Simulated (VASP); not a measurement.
C:

```
CELL_PARAMETERS angstrom
2.46100 0.00000 0.00000
-1.23050 2.13129 0.00000
0.00000 0.00000 6.43968
ATOMIC_POSITIONS crystal
C 0.00000 0.00000 0.25000
C 0.33333 0.66667 0.25000
C 0.00000 0.00000 0.75000
C 0.66667 0.33333 0.75000
```

The cell was built by a generator and needn't be a form met in nature.

Base run:

* Program: VASP 6.6.1
* Functional: vdW-DF
* Potentials or basis: VASP PAW PBE potentials, release 64 (C)
* Cutoff: 520 eV
* k mesh: 16 × 16 × 4
* Occupations: fermi-dirac, width 0.05 eV
* Spin: no spin polarisation

Its results: band gap on the k mesh 0.43 eV, direct; pressure 7.5 GPa.

The run is repeated on the same cell with these changes: functional from vdW-DF to optB86b-vdW. What comes out?

Band gap on the k mesh 0.41 eV, direct; pressure 2.6 GPa.

Caveats: the PAW data sets were made with another functional, which shifts forces and pressure a little.

A k mesh can miss the band edges.

Not every run made on this cell is shown here.
